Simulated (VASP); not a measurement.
Crystal: TcSe2.

```
CELL_PARAMETERS angstrom
1.92842 1.11337 5.83034
-1.92842 1.11337 5.83034
0.00000 -2.22675 5.83034
ATOMIC_POSITIONS crystal
Tc 0.00000 0.00000 0.00000
Se 0.25200 0.25200 0.25200
Se 0.74800 0.74800 0.74800
```

The cell was built by a generator and needn't be a form met in nature.

Base run:

```yaml
Program: VASP 6.6.1
Functional: r2SCAN
Potentials_or_basis: VASP PAW PBE potentials, release 64 (Tc_pv, Se)
Cutoff: 520 eV
k_mesh: 6 × 6 × 6
Occupations: gaussian, width 0.05 eV
Spin: collinear spin, random start
Starting_moments: "[-0.11, 0.0, 0.0] μB"
Hubbard_terms: Tc d U = 7 eV
```

Its results: band gap on the k mesh none (metal or under the smearing width); pressure 1.6 GPa; net moment -3.00 μB per cell; site moments Tc -3.79; Se +0.30 μB; largest force 0.219 eV/Å.

Q: The run is repeated on the same cell with these changes: hubbard terms from Tc d U = 7 eV to Tc d U = 2 eV; moments at the start from [-0.11, 0.0, 0.0] to [0.06, 0.0, 0.0]. What comes out?

A: Band gap on the k mesh none (metal or under the smearing width); pressure -7.2 GPa; net moment 1.44 μB per cell; site moments Tc +1.41; Se -0.02 μB; largest force 0.809 eV/Å.

Caveats: the PAW data sets were made with another functional, which shifts forces and pressure a little.
